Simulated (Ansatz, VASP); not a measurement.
## ZrAl3B3N: VASP beside Ansatz

```xyz
8
Lattice="4.4184 0.0000 0.0000 -2.2092 3.8264 0.0000 0.0000 0.0000 7.7495" Properties=species:S:1:pos:R:3 pbc="T T T"
Zr    0.0000    0.0000    3.8747
Al    2.2092    1.2755    3.8747
Al    0.0000    0.0000    6.5259
Al    0.0000    0.0000    1.2236
B     2.2092    1.2755    6.3634
B     2.2092    1.2755    1.3861
B     0.0000    2.5510    3.8747
N     2.2092    1.2755    0.0000
```

Alike in both runs: functional PBE; k mesh 4 × 4 × 2; occupations gaussian, width 0.15 eV; no spin polarisation.

Ansatz relaxed the structure, and its values are those at the end. VASP's run is a single point on that final structure, the one shown.

```csv
,VASP,Ansatz
version,VASP 6.6.1,Ansatz 0.2.0
potentials or method,"VASP PAW PBE potentials, release 64 (Zr_sv, Al, B, N)","scalar-relativistic, plane waves, PAW"
plane-wave cutoff (eV),520,420
valence electrons in the cell,35,35
```

|  | VASP | Ansatz | Ansatz less VASP |
| --- | --- | --- | --- |
| gap on the k mesh at the Fermi level (eV) | none | none | - |
| pressure (GPa) | -0.1 | 0.0 | +0.03 |
| rms of the force components (eV/Å) | 0.011 | 0.013 | +0.0023 |

A gap of «none» marks a metal or a gap that the smearing closes.

Caveats: the k mesh is coarse (spacing up to 0.41 Å⁻¹), so the values aren't converged.
